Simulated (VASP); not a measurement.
An input for Quantum ESPRESSO's pw.x (written as the equivalent of a VASP run, and not itself run):

```
&CONTROL
  calculation = 'scf'
  pseudo_dir = './pseudo'
  outdir = './out'
  tprnfor = .true.
  tstress = .true.
/
&SYSTEM
  ibrav = 0
  nat = 6
  ntyp = 2
  ecutwfc = 66
  occupations = 'smearing'
  smearing = 'gaussian'
  degauss = 0.000735
  input_dft = 'pbe'
/
&ELECTRONS
  conv_thr = 7.3e-08
  electron_maxstep = 100
/
ATOMIC_SPECIES
  Hg 200.592 Hg.upf
  S 32.060 S.upf
CELL_PARAMETERS angstrom
     4.4307100    0.0000000    0.0000000
    -2.2153550    3.8371070    0.0000000
     0.0000000    0.0000000    9.7455900
ATOMIC_POSITIONS crystal
  Hg   0.2359550 -0.0064800  0.6683770
  Hg   0.0045690  0.2472680  0.3323850
  Hg   0.7532880  0.7559640 -0.0009220
  S    0.5551030  0.0024730  0.1685610
  S   -0.0003520  0.5417480  0.8314530
  S    0.4514370  0.4590270  0.5001460
K_POINTS automatic
  6 6 3 1 1 1
```

**Question.** Translate this input to VASP (INCAR, KPOINTS, POSCAR, choice of POTCAR).

**Answer.** One answer among several that fit: 
**INCAR**
```
GGA=PE   # PBE
PREC=Accurate
SIGMA=0.01   # width (eV)
LMAXMIX=6
ALGO=Normal   # blocked Davidson
ENCUT=300   # plane-wave cut-off (eV)
SYSTEM=HgS
LREAL=.FALSE.
LWAVE=.FALSE.
EDIFF=1E-6
ISIF=2
LCHARG=.FALSE.
NELM=100   # most electronic steps
LASPH=.TRUE.   # aspherical one-centre terms
ISMEAR=0   # Gaussian
```

POSCAR:
```
HgS
1
    4.4307100000     0.0000000000     0.0000000000
   -2.2153550000     3.8371070000     0.0000000000
    0.0000000000     0.0000000000     9.7455900000
Hg S
3 3
Direct
  0.2359550000  -0.0064800000   0.6683770000
  0.0045690000   0.2472680000   0.3323850000
  0.7532880000   0.7559640000  -0.0009220000
  0.5551030000   0.0024730000   0.1685610000
 -0.0003520000   0.5417480000   0.8314530000
  0.4514370000   0.4590270000   0.5001460000
```

File KPOINTS:
```
Automatic mesh
0
Gamma
6 6 3
0.5 0.5 0.5
```

POTCAR, in this order: Hg S (PBE.64 set). Program: vasp_std.

What does not carry over: the potentials are each code's own (VASP's PAW set, PseudoDojo norm-conserving files in pw.x), so ENCUT and ecutwfc are chosen apart and not converted; conv_thr bounds pw.x's estimated SCF error, while EDIFF bounds the energy change between steps.

The structure comes from a computed database's HgS entry, a phase known from measurement. The cell was not relaxed at this level, atoms are displaced from their ideal sites. The run is one of a series of settings (KPOINTS 6×6×3 Γ-centred mesh shifted by (0.5, 0.5, 0.5) against the base run), some of them coarse on purpose.
